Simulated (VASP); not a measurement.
A convergence study with VASP on CdS (zinc blende): one setting is varied, all else stays as given below, so the limit is that of these other settings. Each run relaxes cell and ions; the cell shown is the tightest run's result.

```
CdS
1.0
    0.00000     2.96844     2.96844
    2.96844     0.00000     2.96844
    2.96844     2.96844     0.00000
Cd S
1 1
Direct
  0.00000   0.00000   0.00000
  0.25000   0.25000   0.25000
```

All values below come from PBE GGA, VASP's PBE PAW potentials (set 64) (plane waves; VASP 6.6.1). The tightest run used: 550 eV cut-off, 12×12×12 Γ-centred mesh, Gaussian smearing of 0.050 eV, potentials Cd S.

The reference is 12×12×12 mesh, which took about 2 core-minutes. Costs are core time on shared hosts, one run each; read them as rough ratios.

Problem. Of the settings 2×2×2 mesh; 3×3×3 mesh; 4×4×4 mesh; 5×5×5 mesh; 6×6×6 mesh; 7×7×7 mesh; 8×8×8 mesh; 9×9×9 mesh; 10×10×10 mesh; 11×11×11 mesh; 12×12×12 mesh, which is the lowest that keeps the difference from the reference in relaxed volume (Å³/atom) within 0.05 from there on, and what does it cost?

Solution. 5×5×5 mesh; its cost over the reference is about 1/5.
```
setting        difference in relaxed volume (Å³/atom)  cost over the reference
-------------  --------------------------------------  -----------------------
2×2×2 mesh                                      1.506                about 1/6
3×3×3 mesh                                      0.300                about 1/8
4×4×4 mesh                                      0.064                about 1/5
5×5×5 mesh                                      0.013                about 1/5
6×6×6 mesh                                      0.003                about 1/4
7×7×7 mesh                                      0.000                about 1/3
8×8×8 mesh                                      0.000                about 1/2
9×9×9 mesh                                      0.000                about 1/2
10×10×10 mesh                                   0.000     within a factor of 2
11×11×11 mesh                                   0.000     within a factor of 2
12×12×12 mesh                                   0.000                reference
```

Left out are rungs that failed or repeat a setting and relaxations that didn't move; long series are thinned to 24 rows.

The compound is CdS in the zinc blende structure, a metastable form; wurtzite is the usual one.
